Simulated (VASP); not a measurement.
CaZn, 2 atoms in the cell. The structure is cubic, space group Pm-3m (No. 221). Conventional cell: a = 3.758 Å, b = 3.758 Å, c = 3.758 Å, α = 90.00°, β = 90.00°, γ = 90.00°. Ca (site symmetry m-3m) is surrounded by 8 Zn at 3.25 Å. Zn (site symmetry m-3m) has 8 Ca at 3.25 Å as nearest neighbours. The cell comes from a database or a generator and needn't be the stable form of this composition. The cell isn't the ideal one: functional r2SCAN, strained and moved within the space group.

| Item | Value |
| --- | --- |
| Program | VASP 6.6.1 |
| Task | single point |
| Functional | r2SCAN |
| Potentials or basis | VASP PAW PBE potentials, release 64 (Ca_sv, Zn) |
| Cutoff | 520 eV |
| k mesh | 12 × 12 × 12 |
| Occupations | gaussian, width 0.1 eV |
| Spin | no spin polarisation |
| Dipole correction | no |
| Further INCAR settings | ALGO = Normal; EDIFF = 1e-06; NBANDS = 18 |

Potentials or basis: VASP PAW PBE potentials, release 64 (Ca_sv, Zn).

Launch:

```console
$ cat potpaw_PBE.64/Ca_sv/POTCAR potpaw_PBE.64/Zn/POTCAR > POTCAR
$ cp INCAR.step1 INCAR
$ mpirun -np 1 vasp_std > vasp.out
$ cp INCAR.step2 INCAR
$ mpirun -np 1 vasp_std > vasp.out
```

Hardware: 1 thread of Intel(R) Xeon(R) Platinum 8559C (Emerald Rapids), with other jobs on the host.

**Question.** Estimate the wall time of this run.

**Answer.** Wall time 3.2 min on 1 thread of Intel(R) Xeon(R) Platinum 8559C (Emerald Rapids), with other jobs on the host, peak memory 0.22 GiB. Counts: scf iterations 10, k points 84.
